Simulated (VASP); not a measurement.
# What goes wrong when Nb (Niobium) is relaxed with a bad input, part 2 of 2

Aim: see how common mistakes in a VASP relaxation show up, on Nb (Niobium). The starting structure is a measured crystal structure from the Crystallography Open Database.

VASP 6.6.1.

Results so far: reference 17.46 Å³ an atom; a smearing far too wide 18.70 Å³ an atom.

## (5) Relaxation with a cutoff far too low

Level of this step: PBEsol; plane waves and PAW (Nb_sv) (VASP).

A slip made on purpose: a cutoff far too low. Against step 2 the input has PREC = Normal and ENCUT = 160 (also changed: NELM).

INCAR reads:

```
SYSTEM = Nb
PREC = Normal
ENCUT = 160
EDIFF = 1E-06
NELM = 60
ISMEAR = 1
SIGMA = 0.1
LREAL = .FALSE.
ALGO = Normal
GGA = PS
NBANDS = 12
LORBIT = 11
LWAVE = .FALSE.
LCHARG = .FALSE.
KPAR = 2
IBRION = 2
NSW = 50
ISIF = 3
EDIFFG = -0.01
```

POSCAR reads:

```
Nb
1.0
   -1.6502000000      1.6502000000      1.6502000000
    1.6502000000     -1.6502000000      1.6502000000
    1.6502000000      1.6502000000     -1.6502000000
Nb
1
Direct
    0.0000000000      0.0000000000      0.0000000000
```

KPOINTS reads:

```
Automatic mesh
0
Gamma
12 12 12
0 0 0
```

Potentials, in the order of the species: Nb_sv (PBE family, release 64).

Command:

```sh
mpirun -np 2 vasp_std
```

Log:

```text
[... set-up lines as in an earlier step ...]
 entering main loop
       N       E                     dE             d eps       ncg     rms          rms(c)
DAV:   1     0.220112967031E+02    0.22011E+02   -0.39284E+03  2064   0.462E+02
DAV:   2    -0.969085110660E+01   -0.31702E+02   -0.30785E+02  2096   0.145E+02
DAV:   3    -0.100932076455E+02   -0.40236E+00   -0.40149E+00  2084   0.148E+01
DAV:   4    -0.100966346459E+02   -0.34270E-02   -0.34267E-02  2032   0.143E+00
[...]
DAV:  10    -0.784959943536E+01    0.16666E-03   -0.64710E-04  2048   0.240E-01    0.131E-01
DAV:  11    -0.784959638494E+01    0.30504E-05   -0.20199E-05  2024   0.471E-02    0.693E-03
DAV:  12    -0.784959656292E+01   -0.17798E-06   -0.15298E-07  1272   0.302E-03
   1 F= -.78495966E+01 E0= -.78494496E+01  d E =-.784960E+01
[...]
-----------------------------------------------------------------------------
|                                                                             |
|     EEEEEEE  RRRRRR   RRRRRR   OOOOOOO  RRRRRR      ###     ###     ###     |
[...]
|     E        R   R    R   R    O     O  R   R                               |
|     E        R    R   R    R   O     O  R    R      ###     ###     ###     |
|     EEEEEEE  R     R  R     R  OOOOOOO  R     R     ###     ###     ###     |
|                                                                             |
|     Orbital orthonormalization failed in the inversion of matrix            |
|     LAPACK: Routine ZPOTRF failed! kpoint: 1 spin: 1                        |
|                                                                             |
|     Possible solutions for this issue are:                                  |
|     - Please check whether the atoms are too close to each other.           |
|     - Decreasing POTIM might help during relaxations or MDs.                |
|     - Deleting CHGCAR or WAVECAR if incompatible with the structure.        |
|     - Try calculating without symmetrizing (ISYM = 0 or ISYM = -1).         |
|     - As last resort: using a different PAW for some of the atoms.          |
|                                                                             |
|       ---->  I REFUSE TO CONTINUE WITH THIS SICK JOB ... BYE!!! <----       |
|                                                                             |
 -----------------------------------------------------------------------------

1
1
```

Wall time 10 s (2 MPI ranks of Intel Xeon Platinum 8488C (Sapphire Rapids), shared host).

VASP stopped with this message: “Orbital orthonormalization failed in the inversion of matrix LAPACK: Routine ZPOTRF failed! kpoint: 1 spin: 1”.

## (6) Relaxation with too few ionic steps

A slip made on purpose: too few ionic steps. Against step 2 the input has NSW = 2 (also changed: NELM).

INCAR, as its differences from that of step 5:

```diff
@@ -1,4 +1,4 @@
 SYSTEM = Nb
-PREC = Normal
-ENCUT = 160
+PREC = Accurate
+ENCUT = 450
 EDIFF = 1E-06
@@ -16,3 +16,3 @@
 IBRION = 2
-NSW = 50
+NSW = 2
 ISIF = 3
```

POSCAR is that of step 5.

KPOINTS is that of step 5.

Command:

```sh
mpirun -np 2 vasp_std
```

Log:

```text
[... set-up lines as in an earlier step ...]
 entering main loop
       N       E                     dE             d eps       ncg     rms          rms(c)
[... 12 cycles as in an earlier step ...]
   1 F= -.10955965E+02 E0= -.10956236E+02  d E =-.109560E+02
[...]
N       E                     dE             d eps       ncg     rms          rms(c)
[... 10 cycles as in an earlier step ...]
   2 F= -.10928152E+02 E0= -.10928255E+02  d E =0.278129E-01
 trial-energy change:    0.027813  1 .order    0.029575   -0.050348    0.109497
 step:   0.3296(harm=  0.3150)  dis= 0.00000  next Energy=   -10.964325 (dE=-0.836E-02)
```

Run time: 20 s. Hardware: 2 MPI ranks; peak memory 0.24 GiB.

OUTCAR, selected parts (step 6):

```text
  Total        1.2827322      1.2827322      1.2827322     -0.0000000      0.0000000     -0.0000000
  in kB      124.6771710    124.6771710    124.6771710     -0.0000000      0.0000000     -0.0000000
  external PRESSURE =     124.6771710 kB  Pullay stress =       0.0000000 kB

 POSITION                                       TOTAL-FORCE (eV/Angst)
 -----------------------------------------------------------------------------------
      3.20649      0.00000      0.00000         0.000000      0.000000     -0.000000
 -----------------------------------------------------------------------------------
    total drift:                                0.000000      0.000000      0.000000

  FREE ENERGIE OF THE ION-ELECTRON SYSTEM (eV)
  ---------------------------------------------------
  free  energy   TOTEN  =       -10.9281517863 eV

  energy  without entropy=      -10.9284600283  energy(sigma->0) =      -10.92825453

[... 1 part as in an earlier step ...]

[... 2 further parts left out ...]
[key lines of the parts left out:]
E-fermi :  12.2441
```

The relaxation used up its 2 ionic steps (NSW) before forces and stress met EDIFFG.

## (7) All runs side by side

```
                     run            ended  volume (Å³/atom)  change (%)  pressure left (GPa)  core minutes
               reference        converged            17.464           -                -0.01         0.567
 a smearing far too wide        converged            18.701        7.08                -0.08         0.837
too few electronic steps  stopped by VASP                 -           -                    -         0.373
    a cutoff far too low  stopped by VASP                 -           -                    -         0.343
     too few ionic steps    not converged                 -           -                    -         0.657
```

Core minutes are wall time times ranks, summed over the relaxations behind a row (those for a bulk modulus apart), on shared hosts.

## (8) Outcome

| Item | Value |
| --- | --- |
| volume of the reference | 17.46 Å³/atom |
| volume against the reference, a smearing far too wide | +7.08 % |
| run with too few electronic steps | stopped by VASP |
| run with a cutoff far too low | stopped by VASP |
| run with too few ionic steps | not converged |

In words: VASP stopped by itself in the runs with too few electronic steps and a cutoff far too low. The run with too few ionic steps didn't converge. Finished, but with signs in the output that stand out against the reference: a smearing far too wide, with the volume changed by +7.1 % (signs: 6.0 GPa at the first ionic step (reference: -5.3 GPa) and a large entropy term in the energy). Further runs on this material are not shown.

[Lines on the potential files, build, host, timing and source positions are cut from VASP's logs without a mark.]

[Logs are printed without paths, hosts, clocks, repeated set-up lines and the standing remarks that a program may print on its own settings, such as how far it seeks lower states.]

[Hosts, paths, dates, database ids (printed as entryN), source tags and the programs' standing remarks are cut or masked in the printed files.]
